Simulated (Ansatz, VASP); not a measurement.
## LuNiN2 in two plane-wave programs

Aim: how closely do two programs agree when they are given the same cell, functional and k mesh? The cell is taken from a series of runs on this material, whose earlier steps may have relaxed, scaled, displaced or heated it; both programs get it as it stands.

Calculated with Ansatz 0.2.0; plane waves, with VASP 6.6.1 beside it; relaxation of cell and atoms at PBE, DFT+U.

## (1) The structure

The structure is orthorhombic, space group Amm2 (No. 38). Conventional cell: a = 3.406 Å, b = 4.436 Å, c = 5.832 Å, α = 90.00°, β = 90.00°, γ = 90.00°. Nearest to Lu lie 8 N at 2.50 to 2.59 Å. Ni has 4 N at 1.89 to 1.93 Å nearest. N has 1 N at 1.39 Å and 2 Ni at 1.89 to 1.93 Å and 4 Lu at 2.50 to 2.59 Å nearest. As first built, before any earlier steps moved the atoms (in the runner's words): invented: LuFeC2 (Amm2) with N for C, Ni for Fe. Farther neighbours and most contacts between anions are not listed.

As a file:

```cif
data_structure
_symmetry_space_group_name_H-M 'P 1'
_symmetry_Int_Tables_number 1
_cell_length_a 3.4064
_cell_length_b 3.6638
_cell_length_c 3.6638
_cell_angle_alpha 74.517
_cell_angle_beta 90.000
_cell_angle_gamma 90.000
_cell_volume 44.07
loop_
_atom_site_label
_atom_site_type_symbol
_atom_site_fract_x
_atom_site_fract_y
_atom_site_fract_z
_atom_site_occupancy
Lu1 Lu 0.00000 0.99225 0.99225 1
Ni2 Ni 0.50000 0.39129 0.39129 1
N3 N 0.50000 0.85728 0.54418 1
N4 N 0.50000 0.54418 0.85728 1
```

## (2) Ansatz: relaxation of cell and atoms, PBE, DFT+U

Ansatz runs on its default PAW (the set named soft_2) files.

The relaxed volume is the usual yardstick between codes: in a stiff, nearly cubic crystal its relative difference is about their pressure difference at one cell divided by the bulk modulus.

Contents of input.yaml:

```yaml
crystal:
  lattice:
    - [3.406441, 0.0, 0.0]
    - [0.0, 2.218088, 2.916057]
    - [0.0, -2.218088, 2.916057]
  atoms:
    - { symbol: Lu, position: [0.0, 0.99224576, 0.99224576] }
    - { symbol: Ni, position: [0.5, 0.39129073, 0.39129073], spin: 2.0 }
    - { symbol: "N", position: [0.5, 0.8572814, 0.54418194] }
    - { symbol: "N", position: [0.5, 0.54418194, 0.8572814] }
magnetization:
  spin_polarized: true
kpoints:
  mp_grid: { grid: [7, 6, 6] }
hamiltonian:
  xc: pbe
  hubbard:
    sites: [{ species: Ni, l: d, u_eff: 6.0 }]
    projectors: ortho-atomic
scf:
  occupations: { method: fermi_dirac, width: 0.05 }
output: {}
relax:
  cell: {}
  max_steps: 40
```

On the command line:

```bash
> ansatz run input.yaml --threads 4 --pin off --max-ram 8192MiB --backend cpu --events-out ev --progress --plain --runs-dir out
```

Numbers of over 12 decimals in the logs are rounded to 6 here.

The program printed:

```text
Engine: ansatz 0.2.0, aarch64-unknown-linux-gnu
Pseudopotentials: kind: paw
Pseudopotential: Lu, paw, valence charge 25, recommended cutoff 420 eV (normal), Lu.paw.azcp
Pseudopotential: Ni, paw, valence charge 18, recommended cutoff 420 eV (normal), Ni.paw.azcp
Pseudopotential: N, paw, valence charge 5, recommended cutoff 420 eV (normal), N.paw.azcp
Functional definition: PBE
  parameter kappa = 0.804
  parameter beta = 0.066725
  exchange = pbe_x(kappa = kappa, mu = beta*pi^2/3)
  correlation = pbe_c(beta = beta)
Crystal: 4 atoms, lattice volume = 44.066 Å³
Basis set: ecut = 420 eV, 865 PW (Γ), exchange–correlation on 48×50×50 points (8 copies of the dense FFT grid, shifted against one another)
Bands: 33, of which v1, the nominal top of the filled ones, is band 27 counted from 1 (26 counted from 0)
Symmetry: 4 space group operations
Space group: Amm2 (ITA 38), of the structure as read, at distance tolerance 3.5e-5 Å
Magnetic group: BNS 38.187 (UNI 285), of the structure as read, at distance tolerance 3.5e-5 Å
k-points: 52 of 252 (time reversal used)
Non-local potential: Lu, projectors of the file, l = 0: 3, l = 1: 2, l = 2: 2, l = 3: 3
Non-local potential: Ni, projectors of the file, l = 0: 3, l = 1: 2, l = 2: 3, l = 3: 1
Non-local potential: N, projectors of the file, l = 0: 2, l = 1: 2, l = 2: 1
PAW form: soft (Blöchl's): semilocal exchange-correlation on the pseudo side does not see the compensation charge
PAW one-centre angular grid: Lu, 590 points (default); XC on 64 Gauss nodes
PAW one-centre angular grid: Ni, 590 points (default); XC on 64 Gauss nodes
PAW one-centre angular grid: N, 110 points (default); XC on 64 Gauss nodes
Initial density: superposition of atomic densities (chi_scale 0.1, normalization cell, long waves kept (reshape's long-wave potential 0.00 eV rms))
Starting moments: Σ|m| = 2 μB on 1 of 4 sites
Initial wavefunctions: pseudopotential atomic-orbital guess
Functional: x = pbe(κ = 0.804, μ = 0.219515), c = pbe(β = 0.066725)
SCF iter   1: F=—  HF=-21338.117046 eV  |F-HF|=—  |Δ(HF+E_count)|=         —  Δρ=1.46e-1 (↑5.46e-2 ↓1.46e-1)  dr2=8.53e0  dr2_m=2.98e0  M=0.811 μB ∫|m|=0.941 μB  β_m=0.30  ethr=3.10e-3  ⟨swp⟩=5.3  Hψ=16244  notcnv=0
preconditioner: auto → Kerker (q_TF=auto, 2.814 Å⁻¹)  [metal: Δε(μ)=0.039 eV  Ē_g=13.811 eV  σ=0.050 eV  W_gap=0.19  n_scr=16 (ndim 8)  ℏωp=36.7 eV  f_vac=0.000  D(μ)=1.49/eV (n_scr^D=8)]
spin=Collinear: Kerker preconditioning applied to the charge; magnetization (m = ρ↑ − ρ↓) channel mixes plain (no charge-response kernel on spin).
SCF iter   2: F=—  HF=-21337.751021 eV  |F-HF|=—  |Δ(HF+E_count)|=   3.66e-1  Δρ=5.94e-2 (↑5.63e-2 ↓5.94e-2)  dr2=1.72e0  dr2_m=9.42e-1  M=0.972 μB ∫|m|=1.125 μB  β_m=0.30  ethr=3.10e-3  ⟨swp⟩=3.3  Hψ=8198  notcnv=0  defer=110
SCF iter   3: F=—  HF=-21337.765416 eV  |F-HF|=—  |Δ(HF+E_count)|=   1.44e-2  Δρ=5.85e-2 (↑3.44e-2 ↓5.85e-2)  dr2=1.04e0  dr2_m=7.00e-1  M=0.895 μB ∫|m|=1.036 μB  β_m=0.30  ethr=3.10e-3  ⟨swp⟩=2.4  Hψ=4851  notcnv=0  defer=109
SCF iter   4: F=—  HF=-21337.729940 eV  |F-HF|=—  |Δ(HF+E_count)|=   3.55e-2  Δρ=3.05e-2 (↑3.05e-2 ↓2.99e-2)  dr2=1.85e-1  dr2_m=3.12e-1  M=0.946 μB ∫|m|=1.088 μB  β_m=0.30  ethr=1.96e-3  ⟨swp⟩=3.5  Hψ=6866  notcnv=0  defer=110
SCF iter   5: F=—  HF=-21337.835596 eV  |F-HF|=—  |Δ(HF+E_count)|=   1.06e-1  Δρ=2.28e-2 (↑2.28e-2 ↓2.07e-2)  dr2=2.68e-2  dr2_m=1.83e-1  M=0.936 μB ∫|m|=1.065 μB  β_m=0.30  ethr=3.50e-4  ⟨swp⟩=3.2  Hψ=8025  notcnv=0  defer=113
SCF iter   6: F=—  HF=-21337.928773 eV  |F-HF|=—  |Δ(HF+E_count)|=   9.32e-2  Δρ=1.79e-2 (↑1.79e-2 ↓1.61e-2)  dr2=1.71e-2  dr2_m=1.11e-1  M=0.917 μB ∫|m|=1.038 μB  β_m=0.30  ethr=5.07e-5  ⟨swp⟩=2.2  Hψ=6309  notcnv=0  defer=113
SCF iter   7: F=—  HF=-21337.986746 eV  |F-HF|=—  |Δ(HF+E_count)|=   5.80e-2  Δρ=1.36e-2 (↑1.36e-2 ↓1.24e-2)  dr2=5.34e-3  dr2_m=6.68e-2  M=0.901 μB ∫|m|=1.016 μB  β_m=0.30  ethr=3.22e-5  ⟨swp⟩=2.4  Hψ=6549  notcnv=0  defer=113
SCF iter   8: F=—  HF=-21338.022507 eV  |F-HF|=—  |Δ(HF+E_count)|=   3.58e-2  Δρ=1.06e-2 (↑9.56e-3 ↓1.06e-2)  dr2=1.03e-3  dr2_m=4.07e-2  M=0.891 μB ∫|m|=1.003 μB  β_m=0.30  ethr=1.01e-5  ⟨swp⟩=2.3  Hψ=6370  notcnv=0  defer=113
Mixer restart at iter 8: flushing history
spin-set hold released at iteration 8 (site moments contracting): the magnetisation degrees of freedom join the quasi-Newton model from the next iteration; the mixer history was flushed
SCF iter   9: F=—  HF=-21338.047174 eV  |F-HF|=—  |Δ(HF+E_count)|=   2.47e-2  Δρ=8.52e-3 (↑7.26e-3 ↓8.52e-3)  dr2=1.01e-3  dr2_m=2.47e-2  M=0.882 μB ∫|m|=0.989 μB  β_m=0.57  ethr=1.94e-6  ⟨swp⟩=2.1  Hψ=6326  notcnv=0  defer=113
[...]
SCF 1 converged in 26 iterations: F = -21338.675444 eV  dr2 = 1.29e-8
Symmetry: 1 space group operations
k-points: 128 of 252 (time reversal used)
[...]
spin=Collinear: Kerker preconditioning applied to the charge; magnetization (m = ρ↑ − ρ↓) channel mixes plain (no charge-response kernel on spin).
[...]
SCF iter   6: F=—  HF=-21338.669026 eV  |F-HF|=—  |Δ(HF+E_count)|=   4.97e-2  Δρ=1.22e-2 (↑2.94e-3 ↓1.22e-2)  dr2=7.04e-2  dr2_m=1.29e-2  M=0.838 μB ∫|m|=0.913 μB  β_m=0.68  ethr=2.54e-4  ⟨swp⟩=3.1  Hψ=16210  notcnv=0  defer=284
SCF iter   7: F=—  HF=-21338.673234 eV  |F-HF|=—  |Δ(HF+E_count)|=   4.21e-3  Δρ=2.57e-3 (↑2.57e-3 ↓1.38e-3)  dr2=2.80e-3  dr2_m=9.98e-4  M=0.847 μB ∫|m|=0.933 μB  β_m=0.84  ethr=1.33e-4  ⟨swp⟩=3.2  Hψ=17605  notcnv=0  defer=280
SCF iter   8: F=—  HF=-21338.675638 eV  |F-HF|=—  |Δ(HF+E_count)|=   2.40e-3  Δρ=8.38e-4 (↑7.33e-4 ↓8.38e-4)  dr2=1.02e-3  dr2_m=1.03e-5  M=0.847 μB ∫|m|=0.942 μB  β_m=0.92  ethr=5.29e-6  ⟨swp⟩=2.8  Hψ=18376  notcnv=0  defer=280
SCF iter   9: F=—  HF=-21338.675401 eV  |F-HF|=—  |Δ(HF+E_count)|=   2.36e-4  Δρ=3.12e-4 (↑1.40e-4 ↓3.12e-4)  dr2=8.70e-5  dr2_m=1.04e-5  M=0.847 μB ∫|m|=0.945 μB  β_m=0.96  ethr=1.93e-6  ⟨swp⟩=2.1  Hψ=12840  notcnv=0  defer=280
SCF iter  10: F=—  HF=-21338.675439 eV  |F-HF|=—  |Δ(HF+E_count)|=   3.76e-5  Δρ=1.22e-4 (↑1.22e-4 ↓9.34e-5)  dr2=1.60e-5  dr2_m=1.47e-6  M=0.847 μB ∫|m|=0.945 μB  β_m=0.98  ethr=1.64e-7  ⟨swp⟩=2.1  Hψ=14842  notcnv=0  defer=280
SCF iter  11: F=—  HF=-21338.675454 eV  |F-HF|=—  |Δ(HF+E_count)|=   1.51e-5  Δρ=2.70e-4 (↑1.99e-4 ↓2.70e-4)  dr2=7.03e-5  dr2_m=6.73e-7  M=0.847 μB ∫|m|=0.945 μB  β_m=0.74  ethr=3.02e-8  ⟨swp⟩=2.9  Hψ=16679  notcnv=0  defer=280  recentre
SCF iter  12: F=—  HF=-21338.675443 eV  |F-HF|=—  |Δ(HF+E_count)|=   1.08e-5  Δρ=2.93e-5 (↑1.91e-5 ↓2.93e-5)  dr2=1.34e-6  dr2_m=6.69e-8  M=0.847 μB ∫|m|=0.945 μB  β_m=0.87  ethr=3.02e-8  ⟨swp⟩=2.4  Hψ=15176  notcnv=0  defer=280
SCF iter  13: F=—  HF=-21338.675444 eV  |F-HF|=—  |Δ(HF+E_count)|=   2.16e-7  Δρ=6.64e-6 (↑6.64e-6 ↓5.98e-6)  dr2=1.11e-7  dr2_m=2.05e-9  M=0.847 μB ∫|m|=0.945 μB  β_m=0.94  ethr=2.53e-9  ⟨swp⟩=2.8  Hψ=15528  notcnv=0  defer=280
SCF iter  14: F=—  HF=-21338.675444 eV  |F-HF|=—  |Δ(HF+E_count)|=   3.55e-9  Δρ=9.40e-6 (↑9.06e-6 ↓9.40e-6)  dr2=1.10e-7  dr2_m=1.44e-10  M=0.847 μB ∫|m|=0.945 μB  β_m=0.97  ethr=1.89e-10  ⟨swp⟩=4.2  Hψ=29215  notcnv=0
SCF iter  15: F=-21338.675444 eV  HF=-21338.675444 eV  |F-HF|=1.06e-8  |Δ(HF+E_count)|=   1.59e-8  Δρ=2.29e-6 (↑2.03e-6 ↓2.29e-6)  dr2=8.15e-9  dr2_m=6.20e-11  M=0.847 μB ∫|m|=0.945 μB  ethr=1.89e-10  ⟨swp⟩=2.6  Hψ=29028  notcnv=0
SCF 2 converged in 15 iterations: F = -21338.675444 eV  dr2 = 8.15e-9
a single-point calculation of the run's input, under the relaxation's own `scf.mixing.negative_modes` where the relaxation goes by `scf.lower_state_search: light` itself or types `scf.max_iter`, was made at the relaxed geometry, from the atoms, with one SCF from other starting moments behind it, in 41 SCF iterations in all. It converged +0.0 meV from the relaxation's final energy, with moments (0.01, 0.78, 0.00, 0.00 [...]
SCF converged after 7 iterations
Magnetization: 0.8468 μB (26.9234 up, 26.0766 down)
Absolute magnetization: 0.9463 μB (∫|ρ↑−ρ↓|, with the PAW one-centre terms)
Spin contamination: 0.0526 ħ² per cell (⟨S²⟩ above its minimum at these occupations)
Per-site moments (μB) at R_I (Å): [(0.013768, 0.980092), (0.779053, 0.817638), (0.00227322, 0.604076), (0.00227322, 0.604076)]
Free energy (F): -21338.675444 eV
Harris-Foulkes:  -21338.675444 eV  (|F-HF|=7.28e-12)
Internal energy: -21338.670621 eV  (E = F + TS)
E sigma→0 (E₀):  -21338.673032 eV
Entropy (-TS):   -0.004823 eV (-1.206 meV/atom)
Fermi energy:    16.163475 eV
--- Per-component energies (eV) ---
  E_band       = -243.054055
  E_kinetic    = 963.222122
  E_local      = -10714.407370  (includes V_loc(G=0)·N_el)
  E_nonlocal   = 1312.229794
  E_hartree    = 4479.566641
  E_xc         = -422.809512
  E_vxc        = -520.016894  (∫ρ·V_xc dr)
  E_hubbard    = 1.800524  (on-site DFT+U / exact-exchange correction)
  E_vhub       = -22.812496  (the Hubbard potential's part of the band-sum identity)
  E_paw        = -9263.881404  (= ΣΔE_a)
  E_vpaw       = -220.403111  (= ΣTr[D̂ρ^β])
  E_aug_tail   = 0.000746  (compensation charges beyond the density's cutoff)
  E_ewald      = -7694.392161
  E_smearing   = -0.004823  (= −TS)
  E_closure    = 0.000000  (closes the sum)
  Σ components = -21338.675444   (vs F -21338.675444, Δ=0.00e0)
--- Forces (eV/Å), atoms counted from 1 ---
  atom   1  Lu    -0.00000000     0.00000000    -0.00029041
  atom   2  Ni    -0.00000000     0.00000000    -0.00023619
  atom   3  N     -0.00000000     0.00016891     0.00026446
  atom   4  N      0.00000000    -0.00016891     0.00026446
  max |Σ_I F_I| component: 2.32e-6 eV/Å
--- Stress (GPa, compression-positive) ---
        0.002349      -0.000000       0.000000
       -0.000000       0.016915      -0.000000
        0.000000      -0.000000       0.012543
  P = ⅓ Tr σ = 0.0106 GPa (0.106 kbar)
--- Relaxed structure (13 steps of the walk, 12 accepted, 3 SCFs on fresh bases) ---
  F+E_penalty+E_count = -21338.67544356 eV   max|allowed force component| = 2.910e-4 eV/Å   (the final SCF, on the basis selected at the relaxed cell)
  cell:  # Å, volume = 48.3684 Å³
    - [3.493255, 0.0, 0.0]
    - [0.0, 2.066691, 3.349854]
    - [0.0, -2.066691, 3.349854]
  atoms:
    - { symbol: Lu, position: [0.0, 1.040576, 1.040576] }
    - { symbol: Ni, position: [0.5, 0.393982, 0.393982] }
    - { symbol: N, position: [0.5, 0.852367, 0.498074] }
    - { symbol: N, position: [0.5, 0.498074, 0.852367] }
```

[end of part 1 of 2]

[Lines on the potential files, build, host, timing and source positions are cut from VASP's logs without a mark.]

[Logs are printed without paths, hosts, clocks, repeated set-up lines and the standing remarks that a program may print on its own settings, such as how far it seeks lower states.]

[Hosts, paths, dates, database ids (printed as entryN), source tags and the programs' standing remarks are cut or masked in the printed files.]
